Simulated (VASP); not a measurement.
Consider the following.

```
CELL_PARAMETERS angstrom
      1.56228    -2.70594     0.00000
      1.56228     2.70594     0.00000
      0.00000     0.00000     5.08614
ATOMIC_POSITIONS crystal
  Ga 0.66667 0.33333 0.50013
  Ga 0.33333 0.66667 0.00013
  N  0.66667 0.33333 0.87687
  N  0.33333 0.66667 0.37687
```

These are r2SCAN meta-GGA, VASP's PBE PAW potentials (set 64) (plane waves; VASP 6.6.1) values and carry that method's errors. Run with 520 eV cut-off, 10×10×5 Γ-centred mesh, Gaussian smearing of 0.050 eV, potentials Ga_d N.

**Question.** What does the run give for the energy per atom (σ→0), pressure?

**Answer.** 
```json
{
 "energy per atom (σ→0)": "-10927 meV/atom",
 "pressure": "13.79 GPa"
}
```

The absolute energy has meaning only against runs of the same code, potentials and settings.

The compound is GaN in the wurtzite structure. This cell is one point of a volume scan, at 0.94 of the reference volume.
